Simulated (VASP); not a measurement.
These are PBE GGA, VASP's PBE PAW potentials (set 64) (plane waves; VASP 6.6.1) values and carry that method's errors.

A VASP calculation is set up with these files.

**INCAR**
```
GGA = PE   ! PBE
ISIF = 2
EDIFF = 1E-6
SYSTEM = CeO2
LASPH = .TRUE.
LWAVE = .FALSE.
ISMEAR = 0   ! Gaussian
ALGO = Normal   ! blocked Davidson
LMAXMIX = 6
SIGMA = 0.05   ! width (eV)
NELM = 100
LREAL = .FALSE.   ! projection in real space or not
LCHARG = .FALSE.
ENCUT = 800   ! plane-wave cut-off (eV)
PREC = Accurate
```

### KPOINTS
```
Automatic
0
gamma
6 6 6
0 0 0
```

File POSCAR:
```
CeO2
1
    0.0000000000     2.7627300000     2.7328950000
    2.7624840000     0.0000000000     2.7328950000
    2.7624840000     2.7627300000     0.0000000000
Ce O
1 2
Direct
  0.0000000000   0.0000000000   0.0000000000
  0.2500000000   0.2500000000   0.2500000000
  0.7356860000   0.7643140000   0.7643140000
```

POTCAR, in this order: Ce_h O (PBE.64 set). Program: vasp_std.

Problem. Predict the energy per atom (σ→0), pressure, largest force.

Solution. 
```yaml
energy per atom (σ→0): -8.738 eV/atom
pressure: -3.42 GPa
largest_force: 0.478 eV/Å
```

OSZICAR:
```
...
DAV:  12    -0.262155071688E+02    0.74079E-02   -0.84879E-02  2584   0.192E+00    0.329E-01
DAV:  13    -0.262148259617E+02    0.68121E-03   -0.19023E-02  3560   0.149E+00    0.151E-01
DAV:  14    -0.262148775478E+02   -0.51586E-04   -0.10970E-03  2528   0.254E-01    0.141E-01
DAV:  15    -0.262147136910E+02    0.16386E-03   -0.59591E-04  3600   0.248E-01    0.513E-02
DAV:  16    -0.262146942834E+02    0.19408E-04   -0.85958E-05  2856   0.923E-02    0.255E-02
DAV:  17    -0.262146907363E+02    0.35472E-05   -0.40098E-05  3496   0.504E-02    0.641E-03
DAV:  18    -0.262146904457E+02    0.29056E-06   -0.52610E-06  2192   0.231E-02
   1 F= -.26214690E+02 E0= -.26214690E+02  d E =-.437203E-11
```

The compound is CeO2 in the fluorite structure. The cell was not relaxed at this level, atoms are displaced from their ideal sites. The run is one of a series of settings (ENCUT = 800, POTCAR Ce_h O (PBE.64 set) against the base run), some of them coarse on purpose. The run is not spin-polarised, so no magnetic state was tried.
